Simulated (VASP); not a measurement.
Crystal: Ta3AsAu2O13.

```
Ta As Au O
1.0
     5.24237    3.02668    4.14273
    -5.24237    3.02668    4.14273
     0.00000   -6.05337    4.14273
Ta As Au O
3 1 2 13
Direct
  0.23108 0.57229 0.23108
  0.23108 0.23108 0.57229
  0.57229 0.23108 0.23108
  0.55878 0.55878 0.55878
  0.96559 0.96559 0.96559
  0.75105 0.75105 0.75105
  0.40884 0.66762 0.40884
  0.40884 0.40884 0.66762
  0.66762 0.40884 0.40884
  0.49726 0.01313 0.36024
  0.36024 0.49726 0.01313
  0.01313 0.36024 0.49726
  0.36024 0.01313 0.49726
  0.01313 0.49726 0.36024
  0.49726 0.36024 0.01313
  0.10963 0.74806 0.10963
  0.10963 0.10963 0.74806
  0.74806 0.10963 0.10963
  0.30840 0.30840 0.30840
```

The cell was built by a generator and needn't be a form met in nature.

| Quantity | Value |
| --- | --- |
| Program | VASP 6.6.1 |
| Task | single point |
| Functional | PBE |
| Potentials or basis | VASP PAW PBE potentials, release 64 (Ta_pv, As, Au, O) |
| Cutoff | 520 eV |
| k mesh | 4 × 4 × 4 |
| Occupations | fermi-dirac, width 0.05 eV |
| Spin | no spin polarisation |

On this cell: pressure 0.6 GPa; largest force 0.340 eV/Å; band gap on the k mesh 1.06 eV, indirect (least direct gap 1.09 eV).

The same run follows on a disturbed copy (atoms moved at random, drawn with an rms of 0.05 Å):

```
Ta As Au O
1.0
     5.24237    3.02668    4.14273
    -5.24237    3.02668    4.14273
     0.00000   -6.05337    4.14273
Ta As Au O
3 1 2 13
Direct
  0.23231 0.57284 0.23518
  0.22808 0.22449 0.57826
  0.57103 0.23584 0.22755
  0.56346 0.56281 0.56065
  0.97122 0.96685 0.96489
  0.75073 0.75277 0.74929
  0.40763 0.66832 0.39750
  0.41493 0.41412 0.66627
  0.66767 0.40592 0.40651
  0.49275 0.01595 0.36383
  0.36005 0.50023 0.01414
  0.01101 0.36497 0.49579
  0.35990 0.01442 0.50261
  0.01171 0.50493 0.35840
  0.50565 0.35840 0.00883
  0.10300 0.74844 0.11186
  0.11097 0.11306 0.74997
  0.74784 0.11258 0.11113
  0.30682 0.30540 0.30511
```

Q: What does the disturbed cell give?

A: The energy moves by +24.9 meV/atom; pressure 0.5 GPa; largest force 4.480 eV/Å; band gap on the k mesh 0.97 eV, indirect (least direct gap 1.00 eV).

Forces on the atoms (eV/Å):
```
Ta  -0.332  0.871 -1.872
Ta  -1.450  4.014  1.362
Ta   0.291 -1.365 -0.163
As  -0.064  0.603 -1.351
Au   0.161 -0.407 -0.157
Au   0.028  0.045  0.574
O    0.980 -0.640  2.184
O   -0.099 -0.632 -0.925
O   -0.573 -0.115  0.881
O    0.407  0.568  0.063
O    0.851  0.344 -0.110
O    0.632 -0.263  0.378
O    0.256 -0.151 -0.157
O    0.180 -0.843 -0.209
O   -1.525  0.444 -0.254
O    0.265  0.015  0.155
O   -0.123 -2.655 -0.434
O    0.507  0.266 -0.128
O   -0.392 -0.098  0.163
```

Stress tensor (GPa, compression positive):
```
-1.52  0.66 -0.04
 0.66  2.32 -0.04
-0.04 -0.04  0.79
```

Caveats: spin-orbit coupling is left out, which moves the levels of the heavy elements.

A k mesh can miss the band edges.
